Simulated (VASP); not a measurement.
```xyz
4
Lattice="3.8309 0.0000 0.0000 -1.9155 3.3177 0.0000 0.0000 0.0000 5.1404" Properties=species:S:1:pos:R:3 pbc="T T T"
Co     0.0000     0.0000     3.8631
Co    -1.9155     3.3177     1.2773
Sb     1.9155     1.1059     2.5702
Te     0.0000     2.2118     0.0000
```

Calculation: PBEsol GGA, VASP's PBE PAW potentials (set 64) (plane waves; VASP). Settings: 400 eV cut-off, Gaussian smearing of 0.050 eV, potentials Co Sb Te.

Unless said otherwise, spin-orbit coupling is left out, though it shifts the bands of the heavy elements here.

Estimate the band gap (along the path) with the smallest direct gap where there is one.

```yaml
band gap (along the path): none (metal, semimetal or under 0.01 eV)
```

Only differences to runs with the same potentials and settings are physical.

The structure comes from a computed database's Co2SbTe entry (P-6m2); how it stands against other phases isn't given here. It was relaxed first, which changed the volume by -5 %. The run is not spin-polarised, so no magnetic state was tried. The electron count is odd and the run is not spin-polarised, which forces a metal.
